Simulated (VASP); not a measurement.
All values below come from PBEsol GGA, VASP's PBE PAW potentials (set 64) (plane waves; VASP).

A VASP calculation is set up with these files.

**POSCAR**
```
PbS
1.0
  0.0000000000   2.9495680143   2.9495680143
  2.9495680143   0.0000000000   2.9495680143
  2.9495680143   2.9495680143   0.0000000000
Pb S
1 1
Cartesian
  0.0000000000   0.0000000000   0.0000000000
  2.9495680143   2.9495680143   2.9495680143
```

INCAR:
```
ALGO = Normal
EDIFF = 1E-7
ENCUT = 520
GGA = PS
ISIF = 2
ISMEAR = -5
LASPH = .TRUE.
LCHARG = .TRUE.
LMAXMIX = 4
LORBIT = 11
LREAL = .FALSE.
LWAVE = .FALSE.
NEDOS = 601
NELM = 100
PREC = Accurate
SYSTEM = PbS
```

**KPOINTS**
```
Automatic
0
Gamma
 9 9 9
0 0 0
```

POTCAR, in this order: Pb_d S (PBE.64 set). Program: vasp_std.

Output

File OSZICAR:
```
       N       E                     dE             d eps       ncg     rms          rms(c)
DAV:   1     0.158489870879E+03    0.15849E+03   -0.98933E+03   980   0.151E+03
DAV:   2     0.278624541905E+01   -0.15570E+03   -0.15222E+03  1052   0.360E+02
DAV:   3    -0.954857083426E+01   -0.12335E+02   -0.12283E+02  1334   0.106E+02
DAV:   4    -0.983959255574E+01   -0.29102E+00   -0.29084E+00  1076   0.187E+01
DAV:   5    -0.985030548411E+01   -0.10713E-01   -0.10713E-01  1360   0.355E+00    0.451E+00
DAV:   6    -0.946112802277E+01    0.38918E+00   -0.11875E+00  1506   0.916E+00    0.306E+00
DAV:   7    -0.945796116180E+01    0.31669E-02   -0.11812E-01  1052   0.205E+00    0.163E+00
DAV:   8    -0.945787369908E+01    0.87463E-04   -0.11278E-02  1118   0.131E+00    0.140E-01
DAV:   9    -0.945764764646E+01    0.22605E-03   -0.20814E-03  1504   0.436E-01    0.766E-02
DAV:  10    -0.945771387265E+01   -0.66226E-04   -0.17258E-04  1040   0.913E-02    0.323E-02
DAV:  11    -0.945771313271E+01    0.73994E-06   -0.23138E-05  1256   0.581E-02    0.922E-03
DAV:  12    -0.945771332258E+01   -0.18988E-06   -0.16078E-06  1248   0.176E-02    0.320E-03
DAV:  13    -0.945771327450E+01    0.48088E-07   -0.17710E-07   730   0.406E-03
   1 F= -.94577133E+01 E0= -.94577133E+01  d E =0.000000E+00
```

### OUTCAR
```
------------------------ aborting loop because EDIFF is reached ----------------------------------------
  FORCE on cell =-STRESS in cart. coord.  units (eV):
  Direction    XX          YY          ZZ          XY          YZ          ZX
  --------------------------------------------------------------------------------------
  Total        0.0140952      0.0140952      0.0140952      0.0000000     -0.0000000      0.0000000
  in kB        0.4400242      0.4400242      0.4400242      0.0000000     -0.0000000      0.0000000
  external PRESSURE =       0.4400242 kB  Pullay stress =       0.0000000 kB
  volume of cell :       51.32
      direct lattice vectors                 reciprocal lattice vectors
     0.000000000  2.949568014  2.949568014    -0.169516349  0.169516349  0.169516349
     2.949568014  0.000000000  2.949568014     0.169516349 -0.169516349  0.169516349
     2.949568014  2.949568014  0.000000000     0.169516349  0.169516349 -0.169516349
  FREE ENERGIE OF THE ION-ELECTRON SYSTEM (eV)
  ---------------------------------------------------
  free  energy   TOTEN  =        -9.4577132745 eV

  energy  without entropy=       -9.4577132745  energy(sigma->0) =       -9.45771327

 total charge

# of ion       s       p       d       tot
------------------------------------------
    1        1.474   0.522   9.845  11.842
    2        1.347   2.313   0.000   3.660
--------------------------------------------------
tot          2.820   2.835   9.845  15.501
```
(Selected blocks of OUTCAR.)

The compound is PbS in the rock salt structure. It was relaxed first.
